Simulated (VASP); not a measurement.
An input for Quantum ESPRESSO's pw.x (written as the equivalent of a VASP run, and not itself run):

```
&CONTROL
  calculation = 'vc-relax'
  pseudo_dir = './pseudo'
  outdir = './out'
  tprnfor = .true.
  tstress = .true.
  nstep = 40
  forc_conv_thr = 0.00078
/
&SYSTEM
  ibrav = 0
  nat = 2
  ntyp = 2
  ecutwfc = 56
  occupations = 'smearing'
  smearing = 'gaussian'
  degauss = 0.003675
  input_dft = 'pz'
/
&ELECTRONS
  conv_thr = 7.3e-08
  electron_maxstep = 100
/
&IONS
/
&CELL
  press = 50
/
ATOMIC_SPECIES
  Cs 132.905 Cs.upf
  Cl 35.450 Cl.upf
CELL_PARAMETERS angstrom
     3.7950465    0.0000000    0.0000000
    -0.0000000    3.7950465    0.0000000
     0.0000000    0.0000000    3.7950465
ATOMIC_POSITIONS crystal
  Cs   0.0000000  0.0000000  0.0000000
  Cl   0.5000000  0.5000000  0.5000000
K_POINTS automatic
  7 7 7 0 0 0
```

**Question.** Write the VASP files for the same calculation (LDA).

**Answer.** This is not unique; one that fits is 
**KPOINTS**
```
kpoints
0
gamma
7 7 7
```

File POSCAR:
```
CsCl
1
    3.7950464992     0.0000000000     0.0000000000
   -0.0000000000     3.7950464992     0.0000000000
    0.0000000000     0.0000000000     3.7950464992
Cs Cl
1 1
Direct
  0.0000000000   0.0000000000   0.0000000000
  0.5000000000   0.5000000000   0.5000000000
```

INCAR:
```
SYSTEM = CsCl
PREC = Accurate
ENCUT = 500
EDIFF = 1E-6
NELM = 100
ALGO = Normal
LREAL = .FALSE.
LASPH = .TRUE.
ISMEAR = 0
SIGMA = 0.05
LMAXMIX = 4
LWAVE = .FALSE.
LCHARG = .FALSE.
IBRION = 2
ISIF = 3
NSW = 40
EDIFFG = -0.02
PSTRESS = 50
```

POTCAR, in this order: Cs_sv Cl (LDA.64 set). Program: vasp_std.

What does not carry over: the potentials are each code's own (VASP's PAW set, PseudoDojo norm-conserving files in pw.x), so ENCUT and ecutwfc are chosen apart and not converted; conv_thr bounds pw.x's estimated SCF error, while EDIFF bounds the energy change between steps; forc_conv_thr acts on force components and is met together with etot_conv_thr.

The compound is CsCl in the CsCl type structure. It was relaxed first under an external pressure of 5 GPa.
